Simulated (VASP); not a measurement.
Level of theory: PBE GGA with D4 dispersion, VASP's PBE PAW potentials (set 64) (plane waves; VASP).

VASP ran on this input.

### INCAR
```
ALGO=Normal
EDIFF=1E-7
ENCUT=520
GGA=PE
ISIF=2
ISMEAR=1
IVDW=13
LASPH=T
LCHARG=F
LMAXMIX=6
LREAL=F
LWAVE=F
NELM=100
PREC=Accurate
SIGMA=0.1
SYSTEM=AuAl2
```

File POSCAR:
```
AuAl2
2.9946530
  0.0000000000   0.9999999558   0.9999999558
  0.9999999558   0.0000000000   0.9999999558
  0.9999999558   0.9999999558   0.0000000000
Al Au
2 1
Cart
  0.4999999779   0.4999999779   0.4999999779
  1.4999999337   1.4999999337   1.4999999337
  0.0000000000   0.0000000000   0.0000000000
```

KPOINTS:
```
Automatic mesh
0
Gamma
9 9 9
0 0 0
```

POTCAR, in this order: Al Au (PBE.64 set). Program: vasp_std.

The run wrote:

### OSZICAR
```
       N       E                     dE             d eps       ncg     rms          rms(c)
DAV:   1     0.664120402173E+02    0.66412E+02   -0.70893E+03   848   0.117E+03
DAV:   2    -0.109408887503E+02   -0.77353E+02   -0.70936E+02   968   0.208E+02
DAV:   3    -0.132606563945E+02   -0.23198E+01   -0.22577E+01  1060   0.353E+01
DAV:   4    -0.132824575341E+02   -0.21801E-01   -0.21789E-01   976   0.394E+00
DAV:   5    -0.132827875328E+02   -0.33000E-03   -0.32999E-03  1056   0.508E-01    0.917E+00
DAV:   6    -0.120968038755E+02    0.11860E+01   -0.64699E+00   948   0.286E+01    0.405E+00
DAV:   7    -0.120247294650E+02    0.72074E-01   -0.29215E-01   904   0.640E+00    0.188E+00
DAV:   8    -0.119963083711E+02    0.28421E-01   -0.25321E-02   968   0.127E+00    0.406E-01
DAV:   9    -0.119952095234E+02    0.10988E-02   -0.36550E-03   996   0.727E-01    0.187E-01
DAV:  10    -0.119953554306E+02   -0.14591E-03   -0.24816E-04   916   0.130E-01    0.356E-02
DAV:  11    -0.119953497013E+02    0.57293E-05   -0.72421E-06  1020   0.241E-02    0.134E-02
DAV:  12    -0.119953513005E+02   -0.15992E-05   -0.41074E-06   896   0.141E-02    0.337E-03
DAV:  13    -0.119953513878E+02   -0.87300E-07   -0.19172E-07   804   0.485E-03
   1 F= -.13232575E+02 E0= -.13232280E+02  d E =-.884883E-03
```

File OUTCAR:
```
------------------------ aborting loop because EDIFF is reached ----------------------------------------
  Edisp (eV):   -1.23722
  FORCE on cell =-STRESS in cart. coord.  units (eV):
  Direction    XX          YY          ZZ          XY          YZ          ZX
  --------------------------------------------------------------------------------------
  Total       0.05223     0.05223     0.05223    -0.00000     0.00000    -0.00000
  in kB       1.55811     1.55811     1.55811    -0.00000     0.00000    -0.00000
  external pressure =        1.56 kB  Pullay stress =        0.00 kB
  volume of cell :       53.71
      direct lattice vectors                 reciprocal lattice vectors
     0.000000000  2.994652868  2.994652868    -0.166964260  0.166964260  0.166964260
     2.994652868  0.000000000  2.994652868     0.166964260 -0.166964260  0.166964260
     2.994652868  2.994652868  0.000000000     0.166964260  0.166964260 -0.166964260
 POSITION                                       TOTAL-FORCE (eV/Angst)
 -----------------------------------------------------------------------------------
      1.49733      1.49733      1.49733        -0.000000     -0.000000      0.000000
      4.49198      4.49198      4.49198         0.000000      0.000000     -0.000000
      0.00000      0.00000      0.00000         0.000000      0.000000     -0.000000
 -----------------------------------------------------------------------------------
    total drift:                                0.000000     -0.000000      0.000000
  FREE ENERGIE OF THE ION-ELECTRON SYSTEM (eV)
  ---------------------------------------------------
  free  energy   TOTEN  =       -13.2325750287 eV

  energy  without entropy=      -13.2316901461  energy(sigma->0) =      -13.23228007
```
(Selected blocks of OUTCAR.)

The compound is AuAl2 in the fluorite structure. It was relaxed first. The electron count is odd and the run is not spin-polarised, which forces a metal.
